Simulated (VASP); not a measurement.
Input:

```
CELL_PARAMETERS angstrom
      1.91061    -3.30928     0.00000
      1.91061     3.30928     0.00000
      0.00000     0.00000     5.39633
ATOMIC_POSITIONS crystal
  La 0.33333 0.66667 0.23130
  La 0.66667 0.33333 0.76870
  O  0.00000 0.00000 0.00000
  O  0.33333 0.66667 0.65750
  O  0.66667 0.33333 0.34250
```

Level of theory: LDA (Ceperley-Alder, Perdew-Zunger), VASP's LDA PAW potentials (set 64) (plane waves; VASP 6.6.1). Numerical set-up: 620 eV cut-off, 7×7×4 Γ-centred mesh, Gaussian smearing of 0.050 eV, potentials La O.

Energy and stress use the plane-wave basis of the starting cell.

Question: The ions, cell shape and volume at an external pressure of 30.0 GPa are relaxed. Give the cell that the relaxation ends in.

Answer: 
```
CELL_PARAMETERS angstrom
      1.89721    -3.28606     0.00000
      1.89721     3.28606     0.00000
      0.00000     0.00000     5.23289
ATOMIC_POSITIONS crystal
  La 0.33333 0.66667 0.22739
  La 0.66667 0.33333 0.77261
  O  0.00000 0.00000 0.00000
  O  0.33333 0.66667 0.66053
  O  0.66667 0.33333 0.33947
```
Space group P-3m1 (164), at a tolerance of 0.03 Å.

Question: How do energy and volume change from the first to the last step?

Answer: The energy (σ→0) changes by +92.8 meV/atom and the volume by -4.4 %, in 12 ionic steps.

The compound is La2O3 in the a-type structure. This run relaxes it under an external pressure of 30 GPa. Symmetry was kept, so distortions that lower it aren't found.
